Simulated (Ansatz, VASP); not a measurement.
**Ta: VASP beside Ansatz**

One calculation is typed for both programs; each brings its own data sets. How far apart do they land? The cell is taken from a series of runs on this material, whose earlier steps may have relaxed, scaled, displaced or heated it; both programs get it as it stands.

Program: Ansatz 0.2.0. Level of theory: plane waves, with VASP 6.6.1 beside it; relaxation of cell and atoms at LDA. Results are calculated unless marked as measured.

**1. The structure**

Symmetry: Im-3m, No. 229, cubic system. The conventional cell has a = 3.246 Å, b = 3.246 Å, c = 3.246 Å, α = 90.00°, β = 90.00°, γ = 90.00°. Ta has 8 Ta at 2.81 Å nearest.

Structure file:

```cif
data_structure
_symmetry_space_group_name_H-M 'Im-3m'
_symmetry_Int_Tables_number 229
_cell_length_a 3.2464
_cell_length_b 3.2464
_cell_length_c 3.2464
_cell_angle_alpha 90.000
_cell_angle_beta 90.000
_cell_angle_gamma 90.000
_cell_volume 34.21
loop_
_atom_site_label
_atom_site_type_symbol
_atom_site_symmetry_multiplicity
_atom_site_Wyckoff_symbol
_atom_site_fract_x
_atom_site_fract_y
_atom_site_fract_z
_atom_site_occupancy
Ta1 Ta 2 a 0.00000 0.00000 0.00000 1
```

**2. Ansatz: relaxation of cell and atoms, LDA, pair 1**

Ansatz runs on its PAW soft_1 files.

The relaxed volume is the usual yardstick between codes: in a stiff, nearly cubic crystal its relative difference is about their pressure difference at one cell divided by the bulk modulus.

Contents of input.yaml:

```yaml
crystal:
  lattice:
    - [-1.6231883322, 1.6231883322, 1.6231883322]
    - [1.6231883322, -1.6231883322, 1.6231883322]
    - [1.6231883322, 1.6231883322, -1.6231883322]
  atoms:
    - { symbol: Ta, position: [0.0, 0.0, 0.0] }
kpoints:
  mp_grid: { grid: [18, 18, 18] }
hamiltonian:
  xc: lda
  pseudopotentials: { kind: paw, azcp: { folder: soft_1 }, xc_functional: pbe }
scf:
  occupations: { method: gaussian, width: 0.1 }
  lower_state_search: "off"
output:
  forces: true
  stress: true
  eigenvalues: true
  write_density: true
  write_potential: true
  elf: true
  volumetric_format: npy
relax:
  adjacent_minimum: "off"
  f_tol: 0.005
  max_steps: 80
  cell: { stress_tol: 0.05 }
```

Run with:

```sh
$ ansatz run input.yaml --threads 8 --pin off --max-ram 16384MiB --backend cpu --events-out ev --progress --plain --runs-dir out
```

Numbers of over 12 decimals in the logs are rounded to 6 here.

Log:

```text
Engine: ansatz 0.2.0, aarch64-unknown-linux-gnu
Pseudopotentials: kind: paw
Pseudopotential: Ta, paw, valence charge 13, recommended cutoff 420 eV (normal), soft_1/Ta.paw.azcp
Functional definition: SPW92
  exchange = slater_x
  correlation = pw_c
Crystal: 1 atoms, lattice volume = 17.107 Å³
Basis set: ecut = 420 eV, 321 PW (Γ)
Bands: 11, of which v1, the nominal top of the filled ones, is band 7 counted from 1 (6 counted from 0)
Symmetry: 48 space group operations
Space group: Im-3m (ITA 229), of the structure as read, at distance tolerance 2.6e-5 Å
k-points: 195 of 5832
Non-local potential: Ta, projectors of the file, l = 0: 3, l = 1: 2, l = 2: 2, l = 3: 1
PAW form: soft (Blöchl's): semilocal exchange-correlation on the pseudo side does not see the compensation charge
PAW frozen core: Ta, regenerated for the run's functional, and the local potential with it (the file was generated under x = pbe(κ = 0.804, μ = 0.219515), c = pbe(β = 0.066725))
PAW one-centre angular grid: Ta, 590 points (default); XC on 64 Gauss nodes
Initial density: superposition of atomic densities (chi_scale 0.1, normalization cell)
Initial wavefunctions: pseudopotential atomic-orbital guess
Functional: x = slater, c = lda
SCF iter   1: F=—  HF=-9683.470412 eV  |F-HF|=—  |Δ(HF+E_count)|=         —  Δρ=3.84e-2  dr2=2.49e-1  ethr=3.10e-3  ⟨swp⟩=5.0  Hψ=11060  notcnv=0
preconditioner: auto → none  [metal: Δε(μ)=0.009 eV  Ē_g=8.862 eV  σ=0.100 eV  W_gap=0.05  n_scr=0 (ndim 8)  ℏωp=20.1 eV  f_vac=0.000  D(μ)=1.13/eV (n_scr^D=12)]
SCF iter   2: F=—  HF=-9683.369930 eV  |F-HF|=—  |Δ(HF+E_count)|=   1.00e-1  Δρ=1.38e-2  dr2=1.68e-2  ethr=1.91e-3  ⟨swp⟩=2.6  Hψ=4946  notcnv=0  defer=61
SCF iter   3: F=—  HF=-9683.366565 eV  |F-HF|=—  |Δ(HF+E_count)|=   3.37e-3  Δρ=3.92e-3  dr2=8.41e-4  ethr=1.30e-4  ⟨swp⟩=2.2  Hψ=2622  notcnv=0  defer=61
SCF iter   4: F=—  HF=-9683.366577 eV  |F-HF|=—  |Δ(HF+E_count)|=   1.15e-5  Δρ=1.08e-4  dr2=4.13e-7  ethr=6.47e-6  ⟨swp⟩=1.0  Hψ=2084  notcnv=0  defer=61
SCF iter   5: F=—  HF=-9683.366577 eV  |F-HF|=—  |Δ(HF+E_count)|=   6.63e-7  Δρ=1.77e-5  dr2=9.78e-9  ethr=7.69e-10  ⟨swp⟩=10.4  Hψ=14694  notcnv=0
SCF iter   6: F=-9683.366577 eV  HF=-9683.366577 eV  |F-HF|=4.91e-11  |Δ(HF+E_count)|=   2.39e-9  Δρ=1.35e-6  dr2=7.32e-11  ethr=7.53e-11  ⟨swp⟩=4.3  Hψ=10057  notcnv=0
SCF 1 converged in 6 iterations: F = -9683.366577 eV  dr2 = 7.32e-11
  greatest PAW one-centre occupation: 0.999 electrons in one spin orbital (limit 2), on the Ta atom at site 0 (counted from 0), in its partial waves of l = 0
relax step   1: F+E_penalty+E_count = -9683.36657721 eV  Δ(F+E_penalty+E_count) = +0.000e0 eV  max|allowed force component| = 0.000e0 eV/Å  Δτ_max = 0.0000 Å  P = +1.312 GPa  Ω = 17.107 Å³  (6 SCF iters, dr2 threshold 1.00e-7 eV, accepted)
[...]
relax step   2: F+E_penalty+E_count = -9683.36418403 eV  Δ(F+E_penalty+E_count) = +2.393e-3 eV  max|allowed force component| = 0.000e0 eV/Å  Δτ_max = 0.0000 Å  P = -3.289 GPa  Ω = 17.472 Å³  energy of the carried Pulay correction = -4.108e-5 eV  (3 SCF iters, dr2 threshold 1.00e-7 eV, rejected (line search))
[...]
relax step   3: F+E_penalty+E_count = -9683.36697276 eV  Δ(F+E_penalty+E_count) = -3.956e-4 eV  max|allowed force component| = 0.000e0 eV/Å  Δτ_max = 0.0000 Å  P = -0.033 GPa  Ω = 17.209 Å³  energy of the carried Pulay correction = -1.162e-5 eV  (5 SCF iters, accepted)
[...]
relax step   4: F+E_penalty+E_count = -9683.36698436 eV  Δ(F+E_penalty+E_count) = -1.160e-5 eV  max|allowed force component| = 0.000e0 eV/Å  Δτ_max = 0.0000 Å  P = -0.032 GPa  Ω = 17.209 Å³  stress off target by 3.24e-2 GPa  SCF on the basis re-selected at this cell (its energy is not comparable with the rows above)  (3 SCF iters)
basis re-selected at this cell: Δ(F+E_penalty+E_count) = -1.160e-5 eV, ΔP = +0.000 GPa vs the last step (what re-selecting the basis moved, of the pressure what is left beyond the Pulay correction that the steps carried, after the strain that the cell walked since its last selection, with what the two solves' SCF thresholds leave and, on support functions, any second-order correction that the steps lacked; it is no measure of the basis error at this ecutwfc). This SCF's stress stands 3.24e-2 GPa from its target on what of the cell is left free (relax.cell.stress_tol is 5.00e-2 GPa) and its largest allowed force component is 0.00e0 eV/Å (relax.f_tol is 5.00e-3 eV/Å): [rest of the remark cut]
SCF converged after 3 iterations
Free energy (F): -9683.366984 eV
Harris-Foulkes:  -9683.366984 eV  (|F-HF|=5.46e-12)
Internal energy: -9683.361289 eV  (E = F + TS)
E sigma→0 (E₀):  -9683.364136 eV
Entropy (-TS):   -0.005696 eV (-5.696 meV/atom)
Fermi energy:    19.126332 eV
--- Per-component energies (eV) ---
  E_band       = -96.364182
  E_kinetic    = 395.853840
  E_local      = -526.859985  (includes V_loc(G=0)·N_el)
  E_nonlocal   = -5.838356
  E_hartree    = 191.561830
  E_xc         = -319.277092
  E_vxc        = -235.029973  (∫ρ·V_xc dr)
  E_paw        = -8057.758969  (= ΣΔE_a)
  E_vpaw       = -107.613522  (= ΣTr[D̂ρ^β])
  E_aug_tail   = 0.000100  (compensation charges beyond the density's cutoff)
  E_ewald      = -1361.301654
  E_core_change = 0.258997  (= ΣΔE_core)
  E_smearing   = -0.005696  (= −TS)
  E_closure    = 0.000000  (closes the sum)
  Σ components = -9683.366984   (vs F -9683.366984, Δ=0.00e0)
--- Forces (eV/Å), atoms counted from 1 ---
  atom   1  Ta     0.00000000    -0.00000000    -0.00000000
  max |Σ_I F_I| component: 2.47e-31 eV/Å
--- Stress (GPa, compression-positive) ---
       -0.032435      -0.000000       0.000000
       -0.000000      -0.032435       0.000000
       -0.000000       0.000000      -0.032435
  P = ⅓ Tr σ = -0.0324 GPa (-0.324 kbar)
--- Band table (eV; the first three rows and the last of 195) ---
  k-point 0: bands = [... 3 lower, -13.6825, 11.0825, 19.8062, 19.8062, 19.8062, 23.2293, 23.2293, 33.9916]
  k-point 1: bands = [... 3 lower, -13.6828, 11.2293, 19.7104, 19.7806, 19.9500, 23.0677, 23.2286, 34.1264]
  k-point 2: bands = [... 3 lower, -13.6837, 11.6533, 19.4469, 19.6710, 20.3768, 22.7332, 23.2352, 34.4727]
  k-point 194: bands = [... 3 lower, -14.6351, 15.0423, 15.0423, 26.3040, 26.3040, 26.3040, 28.2107, 28.2107]
--- Relaxed structure (3 steps of the walk, 2 accepted, 1 SCFs on fresh bases) ---
  F+E_penalty+E_count = -9683.36698436 eV   max|allowed force component| = 0.000e0 eV/Å   (the final SCF, on the basis selected at the relaxed cell)
  cell:  # Å, volume = 17.2093 Å³
    - [-1.626425, 1.626425, 1.626425]
    - [1.626425, -1.626425, 1.626425]
    - [1.626425, 1.626425, -1.626425]
  atoms:
    - { symbol: Ta, position: [0.0, 0.0, 0.0] }
```

**3. VASP: relaxation of cell and atoms, LDA, pair 1**

The same cell, functional (in two slightly different forms), mesh and smearing now go to VASP, with its own data sets.

Lines of VASP's logs that name or quote its potential files are left out, and so is its time.

Contents of INCAR:

```
SYSTEM = Ta
PREC = Accurate
ENCUT = 500
EDIFF = 1E-07
NELM = 120
ISMEAR = 0
SIGMA = 0.1
LREAL = .FALSE.
ALGO = Normal
GGA = PW92
NBANDS = 11
LASPH = .TRUE.
LORBIT = 11
LWAVE = .FALSE.
LCHARG = .FALSE.
ISIF = 3
IBRION = 2
NSW = 80
EDIFFG = -0.005
GGA_COMPAT = .FALSE.
NELMIN = 4
```

Contents of POSCAR:

```
Ta
1.0
   -1.6231880000      1.6231880000      1.6231880000
    1.6231880000     -1.6231880000      1.6231880000
    1.6231880000      1.6231880000     -1.6231880000
Ta
1
Direct
    0.0000000000      0.0000000000      0.0000000000
```

Contents of KPOINTS:

```
Automatic mesh
0
Gamma
18 18 18
0 0 0
```

Potentials, in the order of the species: Ta_pv (LDA family, release 64).

Run with:

```sh
$ mpirun -np 1 vasp_std
```

Log:

```text
[banner, memory and clock lines left out]
running    1 mpi-ranks, on    1 nodes
 distrk:  each k-point on    1 cores,    1 groups
 distr:  one band on    1 cores,    1 groups

 POSCAR found type information on POSCAR Ta
 POSCAR found :  1 types and       1 ions
|                                                                             |
|               ----> ADVICE to this user running VASP <----                  |
|                                                                             |
|     You enforced a specific xc type in the INCAR file but a different       |
|     [... a line on the potential file left out ...]
|     I HOPE YOU KNOW WHAT YOU ARE DOING!                                     |
|                                                                             |

 LDA part: xc-table for (Slater(with rela. corr.)+PW92), standard interpolation
 POSCAR, INCAR and KPOINTS ok, starting setup
 FFT: planning ... GRIDC
 FFT: planning ... GRID_SOFT
 FFT: planning ... GRID
 WAVECAR not read
 entering main loop
       N       E                     dE             d eps       ncg     rms          rms(c)
DAV:   1     0.550515602027E+02    0.55052E+02   -0.60990E+03  4298   0.937E+02
DAV:   2    -0.123738209743E+02   -0.67425E+02   -0.65900E+02  4785   0.245E+02
DAV:   3    -0.132746263616E+02   -0.90081E+00   -0.88958E+00  5238   0.273E+01
DAV:   4    -0.132776880390E+02   -0.30617E-02   -0.30608E-02  4777   0.159E+00
DAV:   5    -0.132776999952E+02   -0.11956E-04   -0.11956E-04  5088   0.928E-02    0.147E+01
DAV:   6    -0.129327682759E+02    0.34493E+00   -0.29564E-01  4911   0.582E+00    0.719E+00
DAV:   7    -0.128254813579E+02    0.10729E+00   -0.25704E-01  4842   0.500E+00    0.352E-01
DAV:   8    -0.128237254757E+02    0.17559E-02   -0.71029E-03  5025   0.750E-01    0.495E-02
DAV:   9    -0.128237182715E+02    0.72042E-05   -0.58713E-05  4947   0.741E-02    0.229E-02
DAV:  10    -0.128237178521E+02    0.41937E-06   -0.36715E-06  4929   0.213E-02    0.473E-03
DAV:  11    -0.128237178054E+02    0.46726E-07   -0.19267E-07  4735   0.478E-03
   1 F= -.12823718E+02 E0= -.12820784E+02  d E =-.128237E+02
 curvature:   0.00 expect dE= 0.000E+00 dE for cont linesearch  0.000E+00
 trial: gam= 0.00000 g(F)=  0.293E-63 g(S)=  0.671E-02 ort = 0.000E+00 (trialstep = 0.100E+01)
 search vector abs. value=  0.671E-02
 bond charge predicted
       N       E                     dE             d eps       ncg     rms          rms(c)
DAV:   1    -0.128801593811E+02   -0.56442E-01   -0.19325E+00  4404   0.174E+01    0.223E+00
DAV:   2    -0.128299272883E+02    0.50232E-01   -0.65616E-02  4461   0.276E+00    0.742E-01
DAV:   3    -0.128187418967E+02    0.11185E-01   -0.31700E-02  4629   0.191E+00    0.284E-01
DAV:   4    -0.128188918979E+02   -0.15000E-03   -0.34032E-04  5101   0.197E-01    0.307E-02
DAV:   5    -0.128188940821E+02   -0.21843E-05   -0.16574E-05  4839   0.404E-02    0.168E-02
DAV:   6    -0.128188945111E+02   -0.42891E-06   -0.36235E-07  5007   0.639E-03    0.838E-04
DAV:   7    -0.128188945096E+02    0.14966E-08   -0.98509E-09  2760   0.109E-03
   2 F= -.12818895E+02 E0= -.12815990E+02  d E =0.482330E-02
 trial-energy change:    0.004823  1 .order    0.004728   -0.006706    0.016161
 step:   0.2881(harm=  0.2933)  dis= 0.00000  next Energy=   -12.824682 (dE=-0.964E-03)
 bond charge predicted
       N       E                     dE             d eps       ncg     rms          rms(c)
DAV:   1    -0.128557140517E+02   -0.36820E-01   -0.95188E-01  4410   0.120E+01    0.161E+00
DAV:   2    -0.128304041928E+02    0.25310E-01   -0.30959E-02  4476   0.197E+00    0.532E-01
DAV:   3    -0.128245983696E+02    0.58058E-02   -0.16040E-02  4611   0.139E+00    0.215E-01
DAV:   4    -0.128246725013E+02   -0.74132E-04   -0.18637E-04  5112   0.141E-01    0.211E-02
DAV:   5    -0.128246736217E+02   -0.11205E-05   -0.11502E-05  4848   0.357E-02    0.112E-02
DAV:   6    -0.128246737162E+02   -0.94473E-07   -0.31793E-07  4917   0.628E-03
   3 F= -.12824674E+02 E0= -.12821780E+02  d E =-.955911E-03
 curvature:  -0.15 expect dE=-0.903E-07 dE for cont linesearch -0.903E-07
 trial: gam= 0.00000 g(F)=  0.322E-63 g(S)=  0.616E-06 ort =-0.642E-04 (trialstep = 0.858E+00)
 search vector abs. value=  0.616E-06
 reached required accuracy - stopping structural energy minimisation
```

From OUTCAR (step 3):

```text
ion  position               nearest neighbor table
   1  0.000  0.000  0.000-

  LATTYP: Found a body centered cubic cell.
 ALAT       =     3.2463760000

 Subroutine GETGRP returns: Found 48 space group operations
 (whereof 48 operations were pure point group operations)

The static configuration has the point symmetry O_h .

 Found    195 irreducible k-points:

   k-points           NKPTS =    195   k-points in BZ     NKDIM =    195   number of bands    NBANDS=     11

   dimension x,y,z NGX =    24 NGY =   24 NGZ =   24
   dimension x,y,z NGXF=    48 NGYF=   48 NGZF=   48

   ENCUT  =  500.0 eV  36.75 Ry    6.06 a.u.   5.13  5.13  5.13*2*pi/ulx,y,z

   NELECT =      11.0000    total number of electrons

 k-points in reciprocal lattice and weights: Automatic mesh
   0.00000000  0.00000000  0.00000000       0.000
   0.05555556  0.00000000  0.00000000       0.002
   0.11111111  0.00000000  0.00000000       0.002
   0.16666667  0.00000000  0.00000000       0.002
   0.22222222  0.00000000  0.00000000       0.002
   0.27777778  0.00000000  0.00000000       0.002
   0.33333333  0.00000000  0.00000000       0.002
   0.38888889  0.00000000  0.00000000       0.002
   0.44444444  0.00000000  0.00000000       0.002
[...]
0.50000000  0.50000000  0.44444444       0.002
   0.50000000  0.50000000  0.50000000       0.000

 average (electrostatic) potential at core
       1 -36.3678

 E-fermi :   5.7554

 k-point     1 :       0.0000    0.0000    0.0000
  band No.  band energies     occupation
      1     -26.9797      2.00000
      2     -26.9797      2.00000
      3     -26.9797      2.00000
      4      -2.2385      2.00000
      5       6.4238      0.00000
      6       6.4238      0.00000
      7       6.4238      0.00000
      8       9.8360      0.00000
      9       9.8360      0.00000
    ...

 k-point     2 :       0.0556    0.0000    0.0000
  band No.  band energies     occupation
      1     -27.0253      2.00000
      2     -26.9935      2.00000
      3     -26.9799      2.00000
      4      -2.0915      2.00000
      5       6.3285      0.00000
      6       6.3986      0.00000
      7       6.5674      0.00000
      8       9.6771      0.00000
      9       9.8359      0.00000
    ...

 k-point     3 :       0.1111    0.0000    0.0000
  band No.  band energies     occupation
      1     -27.1550      2.00000
      2     -27.0331      2.00000
      3     -26.9808      2.00000
      4      -1.6672      2.00000
      5       6.0664      0.00001
      6       6.2910      0.00000
      7       6.9937      0.00000
      8       9.3466      0.00000
      9       9.8438      0.00000
    ...

  Total       -0.0020623     -0.0020623     -0.0020623      0.0000000     -0.0000000      0.0000000
  in kB       -0.1914286     -0.1914286     -0.1914286      0.0000000     -0.0000000      0.0000000
  external PRESSURE =      -0.1914286 kB  Pullay stress =       0.0000000 kB

  energy-cutoff  :      500.00
  volume of cell :       17.26
      direct lattice vectors                 reciprocal lattice vectors
    -1.628044524  1.628044524  1.628044524     0.000000000  0.307116908  0.307116908
     1.628044524 -1.628044524  1.628044524     0.307116908  0.000000000  0.307116908
     1.628044524  1.628044524 -1.628044524     0.307116908  0.307116908  0.000000000

 POSITION                                       TOTAL-FORCE (eV/Angst)
 -----------------------------------------------------------------------------------
      0.00000      0.00000      0.00000         0.000000     -0.000000      0.000000
 -----------------------------------------------------------------------------------
    total drift:                               -0.000000      0.000000      0.000000

  FREE ENERGIE OF THE ION-ELECTRON SYSTEM (eV)
  ---------------------------------------------------
  free  energy   TOTEN  =       -12.8246737162 eV

  energy  without entropy=      -12.8188871353  energy(sigma->0) =      -12.82178043

 reached required accuracy - stopping structural energy minimisation

 total charge
# of ion       s       p       d       tot
------------------------------------------
    1        0.381   6.171   2.489   9.041

[... 3 further parts left out ...]
```

This run has no spin polarisation. Its electron count is odd, so without a moment it is a metal by construction. The run keeps the 48 symmetry operations of its start, so it cannot find a distortion of lower symmetry.

**4. Side by side**

Known differences besides the potentials themselves: the data sets hold 13 valence electrons in Ansatz (on its PAW soft_1 files) and 11 in VASP; the cutoff is 420 eV in Ansatz and 500 eV in VASP; VASP's log shows a relativistic correction to its local exchange, Ansatz's none; Ansatz adds a Pulay correction to the stress that steers its cell, VASP none. Total energies have different zeros and are not compared.

The two programs side by side:

```tsv
quantity	Ansatz	VASP	difference
volume (Å³)	17.21	17.26	-0.30 %
edge a after relaxation, in the typed setting (Å)	2.817	2.820	-0.10 %
```

(Continued in part 2 of 2.)

[Lines on the potential files, build, host, timing and source positions are cut from VASP's logs without a mark.]

[Logs are printed without paths, hosts, clocks, repeated set-up lines and the standing remarks that a program may print on its own settings, such as how far it seeks lower states.]

[Hosts, paths, dates, database ids (printed as entryN), source tags and the programs' standing remarks are cut or masked in the printed files.]
